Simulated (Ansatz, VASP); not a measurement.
**AgSn2 in VASP and in Ansatz**

```
CELL_PARAMETERS angstrom
0.00000 4.35504 4.35504
4.35504 0.00000 4.35504
4.35504 4.35504 0.00000
ATOMIC_POSITIONS crystal
Ag 0.00000 0.00000 0.00000
Ag 0.25000 0.25000 0.25000
Sn 0.62500 0.62500 0.62500
Sn 0.12500 0.62500 0.62500
Sn 0.62500 0.62500 0.12500
Sn 0.62500 0.12500 0.62500
```

Alike in both runs: functional PBE; k mesh 4 × 4 × 4; occupations gaussian, width 0.1 eV; no spin polarisation.

Ansatz relaxed the structure, and its values are those at the end. VASP's run is a single point on that final structure, the one shown.

|  | VASP | Ansatz |
| --- | --- | --- |
| version | VASP 6.6.1 | Ansatz 0.2.0 |
| potentials or method | VASP PAW PBE potentials, release 64 (Ag, Sn_d) | scalar-relativistic, plane waves, PAW |
| plane-wave cutoff (eV) | 520 | 420 |
| valence electrons in the cell | 78 | 94 |

|  | VASP | Ansatz | Ansatz less VASP |
| --- | --- | --- | --- |
| gap on the k mesh at the Fermi level (eV) | none | none | - |
| pressure (GPa) | -0.3 | -0.2 | +0.05 |

A gap of «none» marks a metal or a gap that the smearing closes. The two sets of potentials don't hold the same shells in valence.
